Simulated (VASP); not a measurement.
Energy against volume of InP (zinc blende). These are vdW-DF2, VASP's PBE PAW potentials (set 64) (plane waves; VASP) values and carry that method's errors. Settings: 520 eV cut-off, 10×10×10 Γ-centred mesh, first-order Methfessel-Paxton smearing of 0.10 eV, potentials In_d P.

```csv
V (Å³/atom),E (eV/atom)
27.604,-1.60705
28.458,-1.61132
29.311,-1.60806
30.165,-1.59845
```

Task: Fit these four points and predict the energy of the run at 26.750 Å³/atom.

Result: A cubic in V^(−2/3), the third-order Birch-Murnaghan form, passes through the four points with V0 = 28.49 Å³/atom and B0 = 47 GPa, and gives -1.5938 eV/atom there. The run gave -1.5939 eV/atom, -0.1 meV/atom from the fit; all five points give B0 = 47 GPa.

The compound is InP in the zinc blende structure. It was relaxed first, which changed the volume by +13 %.
